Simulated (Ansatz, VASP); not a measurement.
# Cross-check of YSb between VASP and Ansatz

Aim: how closely do two programs agree when they are given the same cell, functional and k mesh? The cell is generated by rule, not measured, and may not be a known phase. The cell is taken from a series of runs on this material, whose earlier steps may have relaxed, scaled, displaced or heated it; both programs get it as it stands.

Method: plane waves, with VASP 6.6.1 beside it; relaxation of cell and atoms at PBEsol, in Ansatz 0.2.0.

The structure was built from a prototype and need not be the compound's stable phase.

## (1) Starting point

Symmetry: P6_3/mmc, No. 194, hexagonal system. The conventional cell has a = 5.215 Å, b = 5.215 Å, c = 6.044 Å, α = 90.00°, β = 90.00°, γ = 120.00°. Nearest to Y lie 5 Sb at 3.01 to 3.02 Å. Nearest to Sb lie 5 Y at 3.01 to 3.02 Å. Farther neighbours are not listed.

Coordinates:

```xyz
4
Lattice="5.2151 0.0000 0.0000 -2.6076 4.5164 0.0000 0.0000 0.0000 6.0438" Properties=species:S:1:pos:R:3 pbc="T T T"
Y     0.0000    3.0109    1.5109
Y     2.6076    1.5055    4.5328
Sb    2.6076    1.5055    1.5109
Sb    0.0000    3.0109    4.5328
```

## (2) VASP: relaxation of cell and atoms, PBEsol

The relaxed volume is the usual yardstick between codes: in a stiff, nearly cubic crystal its relative difference is about their pressure difference at one cell divided by the bulk modulus.

Lines of VASP's logs that name or quote its potential files are left out, and so is its time.

File INCAR:

```
SYSTEM = YSb
PREC = Accurate
ENCUT = 500
EDIFF = 1E-07
NELM = 120
ISMEAR = 0
SIGMA = 0.1
LREAL = .FALSE.
ALGO = Normal
GGA = PS
NBANDS = 22
LASPH = .TRUE.
LORBIT = 11
LWAVE = .FALSE.
LCHARG = .FALSE.
ISIF = 3
IBRION = 2
NSW = 80
EDIFFG = -0.005
GGA_COMPAT = .FALSE.
NELMIN = 4
KPAR = 2
```

File POSCAR:

```
YSb
1.0
    5.2151050000      0.0000000000      0.0000000000
   -2.6075520000      4.5164130000      0.0000000000
    0.0000000000      0.0000000000      6.0437730000
Y Sb
2 2
Direct
    0.3333332694      0.6666666667      0.2499999586
    0.6666665388      0.3333333333      0.7499998759
    0.6666665388      0.3333333333      0.2499999586
    0.3333332694      0.6666666667      0.7499998759
```

File KPOINTS:

```
Automatic mesh
0
Gamma
9 9 8
0 0 0
```

The projector-augmented-wave data sets are Y_sv and Sb (PBE family, release 64).

Run with:

```console
> mpirun -np 2 vasp_std
```

Numbers of over 12 decimals in the logs are rounded to 6 here.

The log of the run:

```text
[banner, memory and clock lines left out]
running    2 mpi-ranks, on    1 nodes
 distrk:  each k-point on    1 cores,    2 groups
 distr:  one band on    1 cores,    1 groups

 POSCAR found type information on POSCAR Y Sb
 POSCAR found :  2 types and       4 ions
|                                                                             |
|               ----> ADVICE to this user running VASP <----                  |
|                                                                             |
|     You enforced a specific xc type in the INCAR file but a different       |
|     [... a line on the potential file left out ...]
|     I HOPE YOU KNOW WHAT YOU ARE DOING!                                     |
|                                                                             |

 LDA part: xc-table for (Slater+PW92), standard interpolation
 POSCAR, INCAR and KPOINTS ok, starting setup
 FFT: planning ... GRIDC
 FFT: planning ... GRID_SOFT
 FFT: planning ... GRID
 WAVECAR not read
 entering main loop
       N       E                     dE             d eps       ncg     rms          rms(c)
DAV:   1     0.165127921775E+03    0.16513E+03   -0.13760E+04  2648   0.124E+03
DAV:   2    -0.127198673142E+02   -0.17785E+03   -0.16889E+03  3116   0.289E+02
DAV:   3    -0.268973999479E+02   -0.14178E+02   -0.14010E+02  4328   0.572E+01
DAV:   4    -0.282457338029E+02   -0.13483E+01   -0.13435E+01  4446   0.157E+01
DAV:   5    -0.282765080307E+02   -0.30774E-01   -0.30772E-01  3804   0.230E+00    0.357E+01
DAV:   6    -0.265252748936E+02    0.17512E+01   -0.38203E+00  3204   0.776E+00    0.245E+01
DAV:   7    -0.265249938607E+02    0.28103E-03   -0.38781E+00  3996   0.752E+00    0.466E+00
DAV:   8    -0.263965844842E+02    0.12841E+00   -0.17458E+00  3000   0.545E+00    0.146E+00
DAV:   9    -0.263754677580E+02    0.21117E-01   -0.15690E-01  3252   0.182E+00    0.365E-01
DAV:  10    -0.263767974267E+02   -0.13297E-02   -0.12276E-02  4174   0.501E-01    0.534E-01
DAV:  11    -0.263760009297E+02    0.79650E-03   -0.50252E-03  3426   0.331E-01    0.793E-02
DAV:  12    -0.263760538162E+02   -0.52886E-04   -0.41193E-04  4174   0.986E-02    0.354E-02
DAV:  13    -0.263760598847E+02   -0.60685E-05   -0.52756E-05  3690   0.412E-02    0.211E-02
DAV:  14    -0.263760642457E+02   -0.43610E-05   -0.80542E-06  3318   0.167E-02    0.337E-03
DAV:  15    -0.263760646667E+02   -0.42095E-06   -0.15557E-06  3802   0.584E-03    0.654E-03
DAV:  16    -0.263760641391E+02    0.52754E-06   -0.76267E-07  3362   0.523E-03    0.916E-04
DAV:  17    -0.263760642359E+02   -0.96729E-07   -0.53783E-08  2304   0.144E-03
   1 F= -.26376064E+02 E0= -.26375387E+02  d E =-.263761E+02
 curvature:   0.00 expect dE= 0.000E+00 dE for cont linesearch  0.000E+00
 trial: gam= 0.00000 g(F)=  0.154E-40 g(S)=  0.118E-03 ort = 0.000E+00 (trialstep = 0.100E+01)
 search vector abs. value=  0.118E-03
 bond charge predicted
       N       E                     dE             d eps       ncg     rms          rms(c)
DAV:   1    -0.263766995469E+02   -0.63541E-03   -0.14474E-02  3534   0.711E-01    0.201E-01
DAV:   2    -0.263762812832E+02    0.41826E-03   -0.16489E-03  3714   0.219E-01    0.989E-02
DAV:   3    -0.263760842939E+02    0.19699E-03   -0.75840E-04  4542   0.123E-01    0.398E-02
DAV:   4    -0.263760867700E+02   -0.24761E-05   -0.11852E-04  4670   0.464E-02    0.521E-02
DAV:   5    -0.263760967408E+02   -0.99708E-05   -0.20944E-05  4564   0.169E-02    0.285E-02
DAV:   6    -0.263760979145E+02   -0.11737E-05   -0.36010E-06  3692   0.123E-02    0.112E-02
DAV:   7    -0.263760980875E+02   -0.17301E-06   -0.86857E-07  3766   0.592E-03    0.405E-03
DAV:   8    -0.263760976606E+02    0.42684E-06   -0.63140E-07  4142   0.423E-03    0.595E-04
DAV:   9    -0.263760977407E+02   -0.80091E-07   -0.48587E-08  2112   0.106E-03
   2 F= -.26376098E+02 E0= -.26375418E+02  d E =-.335049E-04
 trial-energy change:   -0.000034  1 .order   -0.000035   -0.000118    0.000047
 step:   0.7007(harm=  0.7151)  dis= 0.00000  next Energy=   -26.376105 (dE=-0.406E-04)
 bond charge predicted
       N       E                     dE             d eps       ncg     rms          rms(c)
DAV:   1    -0.263761578927E+02   -0.60232E-04   -0.12984E-03  3504   0.213E-01    0.597E-02
DAV:   2    -0.263761193900E+02    0.38503E-04   -0.14775E-04  3706   0.655E-02    0.296E-02
DAV:   3    -0.263761009913E+02    0.18399E-04   -0.67526E-05  4482   0.368E-02    0.119E-02
DAV:   4    -0.263761016218E+02   -0.63053E-06   -0.10794E-05  4644   0.140E-02    0.156E-02
DAV:   5    -0.263761035225E+02   -0.19007E-05   -0.18684E-06  4590   0.501E-03    0.850E-03
DAV:   6    -0.263761042113E+02   -0.68886E-06   -0.30372E-07  2818   0.365E-03    0.336E-03
DAV:   7    -0.263761046598E+02   -0.44847E-06   -0.89920E-08  2016   0.250E-03    0.913E-04
DAV:   8    -0.263761048302E+02   -0.17044E-06   -0.58992E-08  1878   0.136E-03    0.413E-04
DAV:   9    -0.263761048541E+02   -0.23821E-07   -0.29441E-08  1686   0.956E-04
   3 F= -.26376105E+02 E0= -.26375426E+02  d E =-.406182E-04
 curvature:  -0.36 expect dE=-0.857E-06 dE for cont linesearch -0.659E-08
 trial: gam= 0.00790 g(F)=  0.181E-40 g(S)=  0.240E-05 ort = 0.147E-05 (trialstep = 0.940E+00)
 search vector abs. value=  0.243E-05
 reached required accuracy - stopping structural energy minimisation
```

From OUTCAR (step 2):

```text
ion  position               nearest neighbor table
   1  0.333  0.667  0.250-   3 3.01   3 3.01   3 3.01   4 3.02   4 3.02   2 4.27   2 4.27   2 4.27
                             2 4.27   2 4.27   2 4.27
   2  0.667  0.333  0.750-   4 3.01   4 3.01   4 3.01   3 3.02   3 3.02   1 4.27   1 4.27   1 4.27
                             1 4.27   1 4.27   1 4.27
   3  0.667  0.333  0.250-   1 3.01   1 3.01   1 3.01   2 3.02   2 3.02
   4  0.333  0.667  0.750-   2 3.01   2 3.01   2 3.01   1 3.02   1 3.02

  LATTYP: Found a hexagonal cell.
 ALAT       =     5.2151050000
 C/A-ratio  =     1.1588976636

 Subroutine GETGRP returns: Found 24 space group operations
 (whereof 12 operations were pure point group operations)

The static configuration has the point symmetry D_3d.
 The point group associated with its full space group is D_6h.

 Found     60 irreducible k-points:

   k-points           NKPTS =     60   k-points in BZ     NKDIM =     60   number of bands    NBANDS=     22

   dimension x,y,z NGX =    40 NGY =   40 NGZ =   48
   dimension x,y,z NGXF=    80 NGYF=   80 NGZF=   96

   ENCUT  =  500.0 eV  36.75 Ry    6.06 a.u.   9.51  9.51 11.02*2*pi/ulx,y,z

   NELECT =      32.0000    total number of electrons

 k-points in reciprocal lattice and weights: Automatic mesh
   0.00000000  0.00000000  0.00000000       0.002
   0.11111111  0.00000000  0.00000000       0.009
   0.22222222 -0.00000000  0.00000000       0.009
   0.33333333  0.00000000  0.00000000       0.009
   0.44444444 -0.00000000  0.00000000       0.009
   0.11111111  0.11111111  0.00000000       0.009
   0.22222222  0.11111111  0.00000000       0.019
   0.33333333  0.11111111  0.00000000       0.019
   0.44444444  0.11111111  0.00000000       0.009
[...]
0.33333333  0.22222222  0.50000000       0.019
   0.33333333  0.33333333  0.50000000       0.003

 average (electrostatic) potential at core
       1 -37.2671       2 -37.2671       3 -87.7171       4 -87.7171

 E-fermi :   3.5813

 k-point     1 :       0.0000    0.0000    0.0000
  band No.  band energies     occupation
    ...
     11       1.1546      2.00000
     12       1.5355      2.00000
     13       1.5355      2.00000
     14       1.9784      2.00000
     15       1.9784      2.00000
     16       4.3399      0.00000
     17       4.3907      0.00000
     18       4.3907      0.00000
     19       4.9983      0.00000
     20       6.2287      0.00000
    ...

 k-point     2 :       0.1111    0.0000    0.0000
  band No.  band energies     occupation
    ...
     11       1.1881      2.00000
     12       1.4360      2.00000
     13       1.5382      2.00000
     14       1.8690      2.00000
     15       2.0960      2.00000
     16       3.7423      0.02281
     17       4.3228      0.00000
     18       4.9588      0.00000
     19       5.2153      0.00000
     20       6.2924      0.00000
    ...

 k-point     3 :       0.2222   -0.0000    0.0000
  band No.  band energies     occupation
    ...
     12       1.2904      2.00000
     13       1.5722      2.00000
     14       1.7333      2.00000
     15       2.3979      2.00000
     16       3.1553      2.00000
     17       4.1745      0.00000
     18       5.3995      0.00000
     19       5.5247      0.00000
     20       6.3115      0.00000
     21       6.5133      0.00000
    ...

  Total        0.0025133      0.0025133     -0.0136634      0.0000000     -0.0000000      0.0000000
  in kB        0.0282505      0.0282504     -0.1535819      0.0000000     -0.0000000      0.0000000
  external PRESSURE =      -0.0323603 kB  Pullay stress =       0.0000000 kB

  energy-cutoff  :      500.00
  volume of cell :      142.54
      direct lattice vectors                 reciprocal lattice vectors
     5.218140290  0.000000000  0.000000000     0.191639156  0.110642907  0.000000000
    -2.609069644  4.519041637  0.000000000    -0.000000000  0.221285857  0.000000000
     0.000000000 -0.000000000  6.044609990     0.000000000 -0.000000000  0.165436645

 POSITION                                       TOTAL-FORCE (eV/Angst)
 -----------------------------------------------------------------------------------
      0.00000      3.01269      1.51115         0.000000      0.000000      0.000000
      2.60907      1.50635      4.53346        -0.000000     -0.000000     -0.000000
      2.60907      1.50635      1.51115         0.000000     -0.000000      0.000000
      0.00000      3.01269      4.53346         0.000000     -0.000000     -0.000000
 -----------------------------------------------------------------------------------
    total drift:                                0.000803      0.000012      0.000528

  FREE ENERGIE OF THE ION-ELECTRON SYSTEM (eV)
  ---------------------------------------------------
  free  energy   TOTEN  =       -26.3761048541 eV

  energy  without entropy=      -26.3747462202  energy(sigma->0) =      -26.37542554

 reached required accuracy - stopping structural energy minimisation

 total charge
# of ion       s       p       d       f       tot
--------------------------------------------------
    1        2.188   6.298   0.951   0.026   9.464
    2        2.188   6.298   0.951   0.026   9.464
    3        1.119   1.466   0.010   0.000   2.595
    4        1.119   1.466   0.010   0.000   2.595
--------------------------------------------------
tot          6.614  15.528   1.922   0.053  24.117

[... 3 further parts left out ...]
```

CONTCAR:

```
YSb
   1.00000000000000
     5.2181402900391269    0.0000000003360288    0.0000000000000000
    -2.6090696444375445    4.5190416373918980    0.0000000000000000
     0.0000000000000000   -0.0000000000000000    6.0446099898232220
  Y               Sb
     2     2
Direct
     0.3333332694000006    0.6666666667000030    0.2499999586000001
     0.6666665388000013    0.3333333332999970    0.7499998759000022
     0.6666665388000013    0.3333333332999970    0.2499999586000001
     0.3333332694000006    0.6666666667000030    0.7499998759000022
```

(Part 1 of 2 ends here.)

[Lines on the potential files, build, host, timing and source positions are cut from VASP's logs without a mark.]

[Logs are printed without paths, hosts, clocks, repeated set-up lines and the standing remarks that a program may print on its own settings, such as how far it seeks lower states.]

[Hosts, paths, dates, database ids (printed as entryN), source tags and the programs' standing remarks are cut or masked in the printed files.]
